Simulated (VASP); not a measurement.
## AlN: energy against volume

AlN (zinc blende, F-43m, 10.656 Å³/atom and stress up to 0.12 GPa in the relaxed cell, cube axes along x, y and z) under an equal strain ε along all three axes. PBE in VASP (plane waves, PAW), 600 eV, 12×12×12 Γ-centred mesh, Gaussian smearing 0.05 eV; ions are relaxed, or left where forces stay under 0.02 eV/Å, within the symmetry of each cell.

Here V stands for volume and E for E less E0.

| volume (Å³/atom) | E less E0 (meV/atom) | pressure (GPa) |
|---|---|---|
| 10.0293 | 25.00 | 13.13 |
| 10.1836 | 13.92 | 9.50 |
| 10.3395 | 6.15 | 6.09 |
| 10.4969 | 1.57 | 2.89 |
| 10.6560 | 0.00 | -0.12 |
| 10.8166 | 1.35 | -2.94 |
| 10.9789 | 5.46 | -5.57 |
| 11.1427 | 12.25 | -8.05 |
| 11.3082 | 21.57 | -10.36 |
| 11.6441 | ? | ? |

Question: Fit E against V with the third-order Birch-Murnaghan form, a cubic in V^(-2/3), and predict the withheld value at V = 11.6441.

Answer: With u = V^(-2/3) - 0.207, the rows have u = 0.008024, 0.005846, 0.003701, 0.001590, -0.000492, -0.002541, -0.004561, -0.006550, -0.008510. Least squares gives E = 0.105 + 376.78·u + 340165·u² - 59320·u³. Residuals (row less fit): 0.001, -0.001, -0.006, 0.006, -0.002, 0.005, -0.008, 0.002, 0.000; standard error 0.006 (degrees of freedom: 5). Its minimum lies at u = -0.000554, so V0 = (0.206446)^(-3/2) = 10.66. There d²E/du² = 680500 and d³E/du³ = -355900, so B0 = (4/9) × 10.66^(-7/3) × 680500 × 0.160218 = 194 GPa (the last factor turns the table's units into GPa), and B0' = 4 + (2/3) × 0.206446 × (-355900)/680500 = 3.9. B0' rests on the cubic coefficient alone and has a standard error of 0.1 from these residuals. At the withheld row, u = -0.012346, so E = 0.105 + 376.78 × (-0.012346) + 340165 × (-0.012346)² - 59320 × (-0.012346)³ = 47.414 meV/atom. The calculation gives 47.36 meV/atom, 0.054 meV/atom below the prediction (0.1 % of the range of E in the table). The row lies outside the fitted rows, so this is an extrapolation. From the scatter of the fitted rows alone, a prediction at this place has a standard error of 0.024 meV/atom, so the miss is 2.2 times that.

Other structures, which can take over under pressure, weren't tried. The same form fitted to the pressure column gives B0' = 4.0; series where the two differ by over 0.4 aren't shown. AlN is here a metastable form; wurtzite is the usual one. Rows are the converged runs of the series near zero and its far end, less any whose ions stayed unrelaxed beside relaxed ones; series whose fitted rows scatter by over a few per cent of the range, as at a crossing or softening among them, aren't shown in this form.
